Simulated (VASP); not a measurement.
Input for VASP

**INCAR**
```
SYSTEM = TiC
PREC = Accurate
ENCUT = 520
EDIFF = 1E-6
NELM = 100
ALGO = Normal
LREAL = .FALSE.
LASPH = .TRUE.
ISMEAR = 1
SIGMA = 0.1
GGA = PE
LMAXMIX = 4
LWAVE = .FALSE.
LCHARG = .FALSE.
ISIF = 2
ISPIN = 2
MAGMOM = 1.0 1.0 1.0 1.0
```

### POSCAR
```
TiC
1
    0.0000000000     2.2083000000     2.2083000000
    2.2083000000     0.0000000000     2.2083000000
    2.2083000000     2.2083000000     0.0000000000
Ti C
1 1
Direct
  0.0000000000   0.0000000000   0.0000000000
  0.5000000000   0.5000000000   0.5000000000
```

File KPOINTS:
```
Automatic mesh
0
Gamma
11 11 11
0 0 0
```

POTCAR, in this order: Ti_sv C (PBE.64 set). Program: vasp_std.

Question: One choice in this input is risky. Which, and does it do harm here?

Answer: The risk: MAGMOM holds more values than there are atoms. Here it does no harm: the run (PBE GGA, plane waves, VASP's PBE PAW potentials (set 64)) converges to the same energy and pressure as with the safe setting.
File OSZICAR:
```
       N       E                     dE             d eps       ncg     rms          rms(c)
DAV:   1     0.120117271752E+03    0.12012E+03   -0.84114E+03  2912   0.145E+03
DAV:   2    -0.145776819046E+02   -0.13469E+03   -0.12799E+03  3117   0.365E+02
DAV:   3    -0.233626366766E+02   -0.87850E+01   -0.85356E+01  3532   0.912E+01
DAV:   4    -0.237966796850E+02   -0.43404E+00   -0.43357E+00  3963   0.185E+01
DAV:   5    -0.238068916331E+02   -0.10212E-01   -0.10212E-01  3720   0.251E+00    0.190E+01
DAV:   6    -0.194224315087E+02    0.43845E+01   -0.19677E+01  4029   0.641E+01    0.815E+00
DAV:   7    -0.187285202460E+02    0.69391E+00   -0.34285E+00  3433   0.268E+01    0.470E+00
DAV:   8    -0.187014349514E+02    0.27085E-01   -0.14767E-01  3277   0.401E+00    0.364E+00
DAV:   9    -0.186676009583E+02    0.33834E-01   -0.17964E-01  3293   0.680E+00    0.987E-01
DAV:  10    -0.186649796754E+02    0.26213E-02   -0.18321E-02  3429   0.153E+00    0.717E-01
DAV:  11    -0.186638346309E+02    0.11450E-02   -0.10152E-03  3585   0.408E-01    0.631E-01
DAV:  12    -0.186609940045E+02    0.28406E-02   -0.71768E-03  3027   0.144E+00    0.914E-02
DAV:  13    -0.186609978969E+02   -0.38924E-05   -0.38548E-04  3007   0.204E-01    0.454E-02
DAV:  14    -0.186609910069E+02    0.68900E-05   -0.14089E-05  3387   0.486E-02    0.319E-02
DAV:  15    -0.186609880425E+02    0.29644E-05   -0.26047E-05  3302   0.478E-02    0.118E-02
DAV:  16    -0.186609878264E+02    0.21609E-06   -0.13655E-06  2314   0.195E-02
   1 F= -.18660988E+02 E0= -.18660931E+02  d E =-.171040E-03  mag=    -0.0000
```

The compound is TiC in the rock salt structure. The cell was not relaxed at this level.
